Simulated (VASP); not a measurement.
# BaTaCuO5 (P4mm) in VASP: equation of state, part 2 of 2

VASP 6.6.1. Earlier steps stand in the parts before.

## 3. Equation of state, PBE, 15.94 Å³/atom (volume scaled by 0.96)

File INCAR:

```
SYSTEM = BaTaCuO5
  PREC = Accurate
  ENCUT = 520
  EDIFF = 1E-7
  ISMEAR = -1
  SIGMA = 0.05
  LREAL = .FALSE.
  LASPH = .TRUE.
  NELM = 80
  ALGO = Normal
  ISIF = 2
  LWAVE = .FALSE.
  LCHARG = .FALSE.
  GGA = PE
  NBANDS = 41
```

File KPOINTS:

```
Automatic mesh
0
G
  7 7 3
  0 0 0
```

File POSCAR:

```
BaTaCuO5
1.0
    3.7539052495      0.0000000000      0.0000000000
    0.0000000000      3.7539052495      0.0000000000
    0.0000000000      0.0000000000      9.0488813163
Ta Ba Cu O
1 1 1 5
Direct
    0.0000000000      0.0000000000      0.7083950000
    0.5000000000      0.5000000000      0.0293030000
    0.0000000000      0.0000000000      0.2753060000
    0.0000000000      0.0000000000      0.9122970000
    0.0000000000      0.5000000000      0.2356750000
    0.5000000000      0.0000000000      0.2356750000
    0.0000000000      0.5000000000      0.6636100000
    0.5000000000      0.0000000000      0.6636100000
```

Potentials or basis: VASP PAW PBE potentials, release 64 (Ta_pv, Ba_sv, Cu, O).

Command:

```sh
$ cat potpaw_PBE.64/Ta_pv/POTCAR potpaw_PBE.64/Ba_sv/POTCAR potpaw_PBE.64/Cu/POTCAR potpaw_PBE.64/O/POTCAR > POTCAR
$ mpirun -np 1 vasp_std > vasp.out
```

OUTCAR:

```text
SYSTEM = BaTaCuO5
   PREC = Accurate
   ENCUT = 520
   EDIFF = 1E-7
   ISMEAR = -1
   LREAL = .FALSE.
   LASPH = .TRUE.
   NELM = 80
   ISIF = 2
   GGA = PE

 Found     20 irreducible k-points:

 Following reciprocal coordinates:
            Coordinates               Weight
  0.000000  0.000000  0.000000      1.000000
  0.142857  0.000000  0.000000      4.000000
  0.285714  0.000000  0.000000      4.000000
  0.428571  0.000000  0.000000      4.000000
  0.142857  0.142857  0.000000      4.000000
  0.285714  0.142857  0.000000      8.000000
   k-points           NKPTS =     20   k-points in BZ     NKDIM =     20   number of bands    NBANDS=     41
   number of dos      NEDOS =    301   number of ions     NIONS =      8
   total plane-waves  NPLWV =  54880
   dimension x,y,z NGX =    28 NGY =   28 NGZ =   70
   dimension x,y,z NGXF=    56 NGYF=   56 NGZF=  140
   ions per type =               1   1   1   5
   NGX,Y,Z   is equivalent  to a cutoff of  12.40, 12.40, 12.86 a.u.
   NGXF,Y,Z  is equivalent  to a cutoff of  24.80, 24.80, 25.72 a.u.
 SYSTEM =  BaTaCuO5
   PREC   = accura    normal or accurate (medium, high low for compatibility)
   ISTART =      0    job   : 0-new  1-cont  2-samecut
   ICHARG =      2    charge: 1-file 2-atom 10-const
   ISPIN  =      1    spin polarized calculation?
   LNONCOLLINEAR =      F non collinear calculations
   LSORBIT =      F    spin-orbit coupling
   LASPH  =      T    aspherical Exc in radial PAW
   ENCUT  =  520.0 eV  38.22 Ry    6.18 a.u.   6.98  6.98 16.82*2*pi/ulx,y,z
   NELM   =     80;   NELMIN=  2; NELMDL= -5     # of ELM steps
   EDIFF  = 0.1E-06   stopping-criterion for ELM
   LREAL  =      F    real-space projection
   EDIFFG = 0.1E-05   stopping-criterion for IOM
   NSW    =      0    number of steps for IOM
   IBRION =     -1    ionic relax: 0-MD 1-quasi-New 2-CG
   NFREE  =      0    steps in history (QN), initial steepest desc. (CG)
   ISIF   =      2    stress and relaxation
   ISYM   =      2    0-nonsym 1-usesym 2-fastsym
   POTIM  = 0.5000    time-step for ionic-motion
   TEBEG  =    0.0;   TEEND  =   0.0 temperature during run
   PSTRESS=    0.0 pullay stress
   NELECT =      62.0000    total number of electrons
   NUPDOWN=      -1.0000    fix difference up-down
   EMIN   =  10.00;   EMAX   =-10.00  energy-range for DOS
   EFERMI =   0.00;   METHOD = LEGACY
   ISMEAR =    -1;   SIGMA  =   0.05  broadening in eV -4-tet -1-fermi 0-gaus
   EFERMI_NEDOS =   21; number of points for ismear=-14 and -15
   IALGO  =     38    algorithm
   IMIX   =      4    mixing-type and parameters
     AMIX     =   0.40;   BMIX     =  1.00
     AMIX_MAG =   1.60;   BMIX_MAG =  1.00
  volume/ion in A,a.u.               =      15.94       107.56
  Fermi-wavevector in a.u.,A,eV,Ry     =   1.287315  2.432673 22.547308  1.657180
  Thomas-Fermi vector in A             =   2.419337
   LORBIT       =      0    0 simple, 1 ext, 2 COOP (PROOUT), +10 PAW based schemes
   GGA     = PE    functional components
   LHFCALC =     F    Hartree Fock is set to
   AEXX    =    0.0000 exact exchange contribution
   IVDW    =     0    specifies the selected vdW correction
   LEPSILON=     F    determine dielectric tensor
   LRPA    =     F    only Hartree local field effects (RPA)
 non-spin polarized calculation
  energy-cutoff  :      520.00
  volume of cell :      127.52
 maximum number of plane-waves:      3450
 NGX is ok and might be reduce to    28
   NGX = 13   NGY = 13   NGZ = 33

 number of electron      61.9999985 magnetization

 Free energy of the ion-electron system (eV)
  ---------------------------------------------------
  ext. energy  EPLUGINS =         0.00000000
  ---------------------------------------------------
  free energy    TOTEN  =       -57.95400693 eV

  energy without entropy =      -57.92393099  energy(sigma->0) =      -57.93896896

 E-fermi :   1.3008     XC(G=0):  -9.5483

 val. band max:        1.2767729760   @ k =   0.4286   0.4286   0.0000
 cond. band min:       1.3489738114   @ k =   0.2857   0.0000   0.0000
 fundamental gap:      0.0722008354
 Fermi energy:         1.3007501305

 k-point     1 :       0.0000    0.0000    0.0000
  band No.  band energies     occupation
      1     -33.2333      2.00000
      2     -32.9742      2.00000
      3     -32.9742      2.00000
      4     -24.4804      2.00000
      5     -16.8028      2.00000
      6     -16.2895      2.00000
[... 33 lines left out ...]
     40       8.6866      0.00000
     41       9.7418      0.00000

 k-point     2 :       0.1429    0.0000    0.0000
  band No.  band energies     occupation
      1     -33.2319      2.00000
      2     -33.0066      2.00000
      3     -32.9729      2.00000
      4     -24.4530      2.00000
      5     -16.6850      2.00000
      6     -16.2103      2.00000
[... 33 lines left out ...]
     40       8.6986      0.00000
     41       9.3347      0.00000

 k-point     3 :       0.2857    0.0000    0.0000
  band No.  band energies     occupation
      1     -33.2285      2.00000
      2     -33.0786      2.00000
      3     -32.9701      2.00000
      4     -24.3901      2.00000
      5     -16.5398      2.00000
      6     -16.0114      2.00000
[... 33 lines left out ...]
     40       8.8742      0.00000
     41       9.0571      0.00000

 k-point     4 :       0.4286    0.0000    0.0000
  band No.  band energies     occupation
      1     -33.2253      2.00000
      2     -33.1356      2.00000
      3     -32.9678      2.00000
      4     -24.3382      2.00000
      5     -16.4932      2.00000
      6     -16.0628      2.00000
[... 33 lines left out ...]
     40       9.0074      0.00000
     41       9.0473      0.00000

 k-point     5 :       0.1429    0.1429    0.0000
  band No.  band energies     occupation
      1     -33.2305      2.00000
      2     -33.0055      2.00000
      3     -33.0052      2.00000
      4     -24.4262      2.00000
      5     -16.5321      2.00000
      6     -16.1335      2.00000
[... 33 lines left out ...]
     40       8.5347      0.00000
     41       9.0573      0.00000

 k-point     6 :       0.2857    0.1429    0.0000
  band No.  band energies     occupation
      1     -33.2271      2.00000
      2     -33.0772      2.00000
      3     -33.0024      2.00000
      4     -24.3649      2.00000
      5     -16.3416      2.00000
      6     -15.9651      2.00000
[... 33 lines left out ...]
     40       8.3104      0.00000
     41       9.0191      0.00000

 [... further k-points ...]

------------------------ aborting loop because EDIFF is reached ----------------------------------------

  FORCE on cell =-STRESS in cart. coord.  units (eV):
  Direction    XX          YY          ZZ          XY          YZ          ZX
  --------------------------------------------------------------------------------------
  -------------------------------------------------------------------------------------
  Total        4.9694150      4.9694150      2.9020591      0.0000000      0.0000000      0.0000000
  in kB       62.4387708     62.4387708     36.4632457      0.0000000      0.0000000      0.0000000
  external PRESSURE =      53.7802624 kB  Pullay stress =       0.0000000 kB

 VOLUME and BASIS-vectors are now :
 -----------------------------------------------------------------------------
  energy-cutoff  :      520.00
  volume of cell :      127.52
      direct lattice vectors                 reciprocal lattice vectors
     3.753905249  0.000000000  0.000000000     0.266389249  0.000000000  0.000000000
     0.000000000  3.753905249  0.000000000     0.000000000  0.266389249  0.000000000
     0.000000000  0.000000000  9.048881316     0.000000000  0.000000000  0.110510898

 POSITION                                       TOTAL-FORCE (eV/Angst)
 -----------------------------------------------------------------------------------
      0.00000      0.00000      6.41018        -0.000000      0.000000     -0.140136
      1.87695      1.87695      0.26516        -0.000000      0.000000     -0.201103
      0.00000      0.00000      2.49121         0.000000     -0.000000      0.183886
      0.00000      0.00000      8.25527        -0.000000     -0.000000      0.733908
      0.00000      1.87695      2.13260        -0.000000      0.000000      0.031352
      1.87695      0.00000      2.13260        -0.000000     -0.000000      0.031352
      0.00000      1.87695      6.00493         0.000000     -0.000000     -0.319629
      1.87695      0.00000      6.00493        -0.000000     -0.000000     -0.319629
 -----------------------------------------------------------------------------------
    total drift:                               -0.000000     -0.000000      0.000093

  FREE ENERGIE OF THE ION-ELECTRON SYSTEM (eV)
  ---------------------------------------------------
  free  energy   TOTEN  =       -57.9540069280 eV

  energy  without entropy=      -57.9239309903  energy(sigma->0) =      -57.93896896
```

It took 2.7 min on 1 thread of Intel Xeon Platinum 8488C (Sapphire Rapids), shared host; peak memory 0.29 GiB.

What came out:

```yaml
Free_energy: -57.9540 eV
Pressure: 5.4 GPa
Largest_force: 0.734 eV/Å
Band_gap_on_the_k_mesh: none (metal or under the smearing width)
```

Caveat: the run has no spin polarisation, though such a crystal can be magnetic; semilocal functionals often make such compounds metallic where correlation or magnetic order opens a gap, which also shifts bond lengths.

## 4. Equation of state, PBE, 16.27 Å³/atom (volume scaled by 0.98)

File INCAR:

```
SYSTEM = BaTaCuO5
ALGO     = Normal         ! electronic algorithm
EDIFF    = 1E-7           ! SCF threshold, eV
ENCUT    = 520            ! plane-wave cutoff, eV
GGA      = PE             ! functional
ISIF     = 2              ! what is computed and relaxed
ISMEAR   = -1             ! smearing method
LASPH    = .True.         ! aspherical terms in the spheres
LCHARG   = .False.        ! write CHGCAR
LREAL    = .False.        ! projectors in reciprocal space
LWAVE    = .False.        ! write WAVECAR
NBANDS   = 41             ! bands
NELM     = 80             ! most SCF steps
PREC     = Accurate       ! precision mode
SIGMA    = 0.05           ! smearing width, eV
```

File KPOINTS:

```
k-points
0
Gamma
  7 7 3
  0 0 0
```

POSCAR, as its differences from that of step 3:

```diff
@@ -2,5 +2,5 @@
 1.0
-    3.7539052495      0.0000000000      0.0000000000
-    0.0000000000      3.7539052495      0.0000000000
-    0.0000000000      0.0000000000      9.0488813163
+    3.7797950694      0.0000000000      0.0000000000
+    0.0000000000      3.7797950694      0.0000000000
+    0.0000000000      0.0000000000      9.1112893665
 Ta Ba Cu O
```

Command:

```sh
$ cat potpaw_PBE.64/Ta_pv/POTCAR potpaw_PBE.64/Ba_sv/POTCAR potpaw_PBE.64/Cu/POTCAR potpaw_PBE.64/O/POTCAR > POTCAR
$ mpirun -np 1 vasp_std > vasp.out
```

It took 2.8 min on 1 thread of Intel Xeon Platinum 8488C (Sapphire Rapids), shared host; peak memory 0.29 GiB.

The run converged. Its results:

```
Free energy            : -58.0208 eV
Pressure               : 2.4 GPa
Largest force          : 0.290 eV/Å
Band gap on the k mesh : none (metal or under the smearing width)
```

Caveat: the run has no spin polarisation, though such a crystal can be magnetic; semilocal functionals often make such compounds metallic where correlation or magnetic order opens a gap, which also shifts bond lengths.

## 5. Equation of state, PBE, 16.94 Å³/atom (volume scaled by 1.02)

File INCAR:

```
ALGO     = Normal         # electronic algorithm
EDIFF    = 1E-7           # SCF threshold, eV
ENCUT    = 520            # plane-wave cutoff, eV
GGA      = PE             # functional
ISIF     = 2              # what is computed and relaxed
ISMEAR   = -1             # smearing method
LASPH    = True           # aspherical terms in the spheres
LCHARG   = False          # write CHGCAR
LREAL    = False          # projectors in reciprocal space
LWAVE    = False          # write WAVECAR
NBANDS   = 41             # bands
NELM     = 80             # most SCF steps
PREC     = Accurate       # precision mode
SIGMA    = 0.05           # smearing width, eV
```

File KPOINTS:

```
k-points
0
Gamma
  7 7 3
```

POSCAR, as its differences from that of step 4:

```diff
@@ -2,5 +2,5 @@
 1.0
-    3.7797950694      0.0000000000      0.0000000000
-    0.0000000000      3.7797950694      0.0000000000
-    0.0000000000      0.0000000000      9.1112893665
+    3.8305366285      0.0000000000      0.0000000000
+    0.0000000000      3.8305366285      0.0000000000
+    0.0000000000      0.0000000000      9.2336031479
 Ta Ba Cu O
```

Command:

```sh
$ cat potpaw_PBE.64/Ta_pv/POTCAR potpaw_PBE.64/Ba_sv/POTCAR potpaw_PBE.64/Cu/POTCAR potpaw_PBE.64/O/POTCAR > POTCAR
$ mpirun -np 1 vasp_std > vasp.out
```

Run time: 2.1 min. Hardware: 1 thread of Intel Xeon Platinum 8488C (Sapphire Rapids), shared host; peak memory 0.28 GiB.

The run converged. Its results:

```
Free energy            : -58.0191 eV
Pressure               : -2.6 GPa
Largest force          : 0.504 eV/Å
Band gap on the k mesh : none (metal or under the smearing width)
```

Caveat: the run has no spin polarisation, though such a crystal can be magnetic; semilocal functionals often make such compounds metallic where correlation or magnetic order opens a gap, which also shifts bond lengths.

## 6. Equation of state, PBE, 17.27 Å³/atom (volume scaled by 1.04)

File INCAR:

```
SYSTEM = BaTaCuO5
  ALGO = Normal
  EDIFF = 1E-7
  ENCUT = 520
  GGA = PE
  ISIF = 2
  ISMEAR = -1
  LASPH = .TRUE.
  LCHARG = .FALSE.
  LREAL = .FALSE.
  LWAVE = .FALSE.
  NBANDS = 41
  NELM = 60
  PREC = Accurate
  SIGMA = 0.05
```

File KPOINTS:

```
k-points
0
G
  7 7 3
  0 0 0
```

POSCAR, as its differences from that of step 5:

```diff
@@ -2,5 +2,5 @@
 1.0
-    3.8305366285      0.0000000000      0.0000000000
-    0.0000000000      3.8305366285      0.0000000000
-    0.0000000000      0.0000000000      9.2336031479
+    3.8554109399      0.0000000000      0.0000000000
+    0.0000000000      3.8554109399      0.0000000000
+    0.0000000000      0.0000000000      9.2935632900
 Ta Ba Cu O
```

Potentials or basis: VASP PAW PBE potentials, release 64 (Ta_pv, Ba_sv, Cu, O).

Command:

```sh
$ cat potpaw_PBE.64/Ta_pv/POTCAR potpaw_PBE.64/Ba_sv/POTCAR potpaw_PBE.64/Cu/POTCAR potpaw_PBE.64/O/POTCAR > POTCAR
$ mpirun -np 1 vasp_std > vasp.out
```

Wall time 2.9 min (1 thread of Intel Xeon Platinum 8488C (Sapphire Rapids), shared host); peak memory 0.31 GiB.

The run converged. Its results:

```
Free energy            : -57.9596 eV
Pressure               : -4.8 GPa
Largest force          : 0.860 eV/Å
Band gap on the k mesh : none (metal or under the smearing width)
```

Caveat: the run has no spin polarisation, though such a crystal can be magnetic; semilocal functionals often make such compounds metallic where correlation or magnetic order opens a gap, which also shifts bond lengths.

## 7. Equation of state, PBE, 17.60 Å³/atom (volume scaled by 1.06)

File INCAR:

```
SYSTEM = BaTaCuO5
PREC     = Accurate       ! precision mode
ENCUT    = 520            ! plane-wave cutoff, eV
EDIFF    = 1E-7           ! SCF threshold, eV
ISMEAR   = -1             ! smearing method
SIGMA    = 0.05           ! smearing width, eV
LREAL    = .False.        ! projectors in reciprocal space
LASPH    = .True.         ! aspherical terms in the spheres
NELM     = 100            ! most SCF steps
ALGO     = Normal         ! electronic algorithm
ISIF     = 2              ! what is computed and relaxed
LWAVE    = .False.        ! write WAVECAR
LCHARG   = .False.        ! write CHGCAR
GGA      = PE             ! functional
NBANDS   = 41             ! bands
```

File KPOINTS:

```
Automatic mesh
0
Gamma
  7 7 3
  0 0 0
```

POSCAR, as its differences from that of step 6:

```diff
@@ -2,5 +2,5 @@
 1.0
-    3.8554109399      0.0000000000      0.0000000000
-    0.0000000000      3.8554109399      0.0000000000
-    0.0000000000      0.0000000000      9.2935632900
+    3.8799683596      0.0000000000      0.0000000000
+    0.0000000000      3.8799683596      0.0000000000
+    0.0000000000      0.0000000000      9.3527595566
 Ta Ba Cu O
```

Command:

```sh
$ cat potpaw_PBE.64/Ta_pv/POTCAR potpaw_PBE.64/Ba_sv/POTCAR potpaw_PBE.64/Cu/POTCAR potpaw_PBE.64/O/POTCAR > POTCAR
$ mpirun -np 1 vasp_std > vasp.out
```

Run time: 2.6 min. Hardware: 1 thread of Intel Xeon Platinum 8488C (Sapphire Rapids), shared host; peak memory 0.31 GiB.

The run converged. Its results:

```yaml
Free_energy: -57.8665 eV
Pressure: -6.7 GPa
Largest_force: 1.189 eV/Å
Band_gap_on_the_k_mesh: none (metal or under the smearing width)
```

Caveat: the run has no spin polarisation, though such a crystal can be magnetic; semilocal functionals often make such compounds metallic where correlation or magnetic order opens a gap, which also shifts bond lengths; forces of over 1 eV/Å show positions far from the minimum, so gaps and moduli don't describe the material at rest.

## 8. Equation of state, PBE

Potentials or basis: VASP PAW PBE potentials, release 64 (Ta_pv, Ba_sv, Cu, O).

This step only gathers the single runs of the series.

Results:

```
Equilibrium volume                        : 16.59 Å³/atom
Bulk modulus at fixed shape and positions : 127 GPa
Pressure derivative of the bulk modulus   : 4.4
```

Energy against volume, from the lowest point:
```csv
volume (Å³/atom),energy (meV/atom)
15.607,25.72
15.939,10.87
16.271,2.51
16.604,0.00
16.936,2.73
17.268,10.16
17.600,21.80
```

Caveat: the cell was scaled at fixed shape and fractional positions, which overstates the stiffness of a crystal with free parameters, most of all of layers and chains; the run has no spin polarisation, though such a crystal can be magnetic. The run has no spin-orbit coupling, so splittings on Ba, Ta are missing.
